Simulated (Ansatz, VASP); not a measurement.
One calculation of CaGa2, two programs

```xyz
6
Lattice="4.4433 0.0000 0.0000 -2.2216 3.8480 0.0000 0.0000 0.0000 7.3877" Properties=species:S:1:pos:R:3 pbc="T T T"
Ca    0.0000    0.0000    1.8469
Ca    0.0000    0.0000    5.5407
Ga    0.0000    2.5653    0.3142
Ga    2.2216    1.2827    4.0080
Ga    2.2216    1.2827    7.0735
Ga    0.0000    2.5653    3.3797
```

The cell comes from a database or a generator and needn't be the stable form of this composition.

Alike in both runs: task single point; functional LDA; k mesh 6 × 6 × 3; occupations gaussian, width 0.15 eV; no spin polarisation.

```csv
,VASP,Ansatz
version,VASP 6.6.1,Ansatz 0.2.0
potentials or method,"VASP PAW LDA potentials, release 64 (Ca_sv, Ga_d)","plane waves, PAW"
plane-wave cutoff (eV),520,420
valence electrons in the cell,72,72
```

```csv
,VASP,Ansatz,Ansatz less VASP
gap on the k mesh at the Fermi level (eV),none,none,-
pressure (GPa),-3.6,-3.8,-0.19
largest component of the traceless stress (GPa),0.15,0.10,-0.051
rms of the force components (eV/Å),0.009,0.010,+0.0009
```

Atom by atom the forces differ by 0.001 eV/Å (rms over components). A gap of «none» marks a metal or a gap that the smearing closes. Ansatz warned: «stress_scf_threshold_loose».
